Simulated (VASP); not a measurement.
Energy against volume of CuZn (CsCl type). Method: LDA (Ceperley-Alder, Perdew-Zunger), VASP's LDA PAW potentials (set 64) (plane waves; VASP). Numerical set-up: 520 eV cut-off, 13×13×13 Γ-centred mesh, first-order Methfessel-Paxton smearing of 0.10 eV, potentials Zn Cu.

```
V (Å³/atom)  E (eV/atom)
-----------  -----------
11.518          -3.38902
11.875          -3.39495
12.231          -3.39071
12.587          -3.37798
```

Fit these four points and predict the energy of the run at 11.162 Å³/atom.

A cubic in V^(−2/3), the third-order Birch-Murnaghan form, passes through the four points with V0 = 11.89 Å³/atom and B0 = 151 GPa, and gives -3.3710 eV/atom there. The run gave -3.3709 eV/atom, +0.1 meV/atom from the fit; all five points give B0 = 151 GPa.

The compound is CuZn in the CsCl type structure. It was relaxed first, which changed the volume by -7 %.
